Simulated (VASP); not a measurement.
Consider the following.

```
CELL_PARAMETERS angstrom
      3.99382     0.00000     0.00000
      0.00000     3.99382     0.00000
      0.00000     0.00000     3.99382
ATOMIC_POSITIONS crystal
  K  0.00000 0.00000 0.00000
  Ta 0.50000 0.50000 0.50000
  O  0.50000 0.00000 0.50000
  O  0.00000 0.50000 0.50000
  O  0.50000 0.50000 0.00000
```

Level of theory: PBE GGA, VASP's PBE PAW potentials (set 64) (plane waves; VASP 6.6.1). Numerical set-up: 620 eV cut-off, 6×6×6 Γ-centred mesh, Gaussian smearing of 0.050 eV, potentials K_sv Ta_pv O.

Unless said otherwise, spin-orbit coupling is left out, though it shifts the bands of the heavy elements here.

Task: Estimate the energy per atom (σ→0), pressure, band gap (on the k-mesh) with the smallest direct gap where there is one.

Result: 
The band gap (on the k-mesh) is 2.17 eV, the smallest direct gap (on the k-mesh) is 2.79 eV and the energy per atom (σ→0) is -8.210 eV/atom. The pressure comes out as 4.98 GPa.

Only differences to runs with the same potentials and settings are physical.

The compound is KTaO3 in the cubic perovskite structure. It was relaxed first under an external pressure of 5 GPa.
